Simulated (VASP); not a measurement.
Consider the following.

```
Au
1.0
    2.86821     0.00000     0.00000
   -1.43410     2.48394     0.00000
    0.00000     0.00000     4.76657
Au
2
Direct
  0.33333   0.66667   0.25000
  0.66667   0.33333   0.75000
```

These are PBEsol GGA, VASP's PBE PAW potentials (set 64) (plane waves; VASP) values and carry that method's errors. Numerical set-up: 400 eV cut-off, Gaussian smearing of 0.050 eV, potentials Au.

Give the energies of bands 1 to 14 at the high-symmetry points, in eV from the Fermi level.

| band | Γ | M | K | A | L | H |
|---|---|---|---|---|---|---|
| 1 | -9.94 | -6.88 | -6.24 | -8.19 | -7.03 | -5.99 |
| 2 | -7.41 | -6.86 | -5.69 | -8.19 | -7.03 | -5.99 |
| 3 | -4.80 | -6.36 | -5.69 | -4.85 | -5.91 | -5.34 |
| 4 | -4.57 | -4.61 | -5.13 | -4.85 | -5.91 | -5.34 |
| 5 | -4.57 | -4.37 | -4.73 | -4.62 | -3.46 | -4.62 |
| 6 | -4.24 | -4.08 | -4.73 | -4.62 | -3.46 | -4.62 |
| 7 | -4.24 | -3.77 | -3.70 | -4.62 | -2.42 | -3.69 |
| 8 | -3.60 | -1.90 | -2.42 | -4.62 | -2.42 | -3.69 |
| 9 | -3.60 | -1.88 | -2.42 | -2.63 | -1.76 | -2.12 |
| 10 | -2.17 | -1.68 | -2.29 | -2.63 | -1.76 | -2.12 |
| 11 | -2.17 | 0.34 | 2.26 | -2.63 | 0.40 | 4.29 |
| 12 | -1.15 | 1.54 | 2.26 | -2.63 | 0.40 | 4.29 |
| 13 | 2.83 | 5.80 | 3.78 | 10.87 | 3.96 | 4.56 |
| 14 | 14.51 | 7.34 | 9.61 | 10.87 | 3.96 | 4.56 |

It has no gap at this level: it comes out as a metal or semimetal.

The structure was generated: Au was put into the hcp type (P6_3/mmc), which need not be its known phase. It was relaxed first.
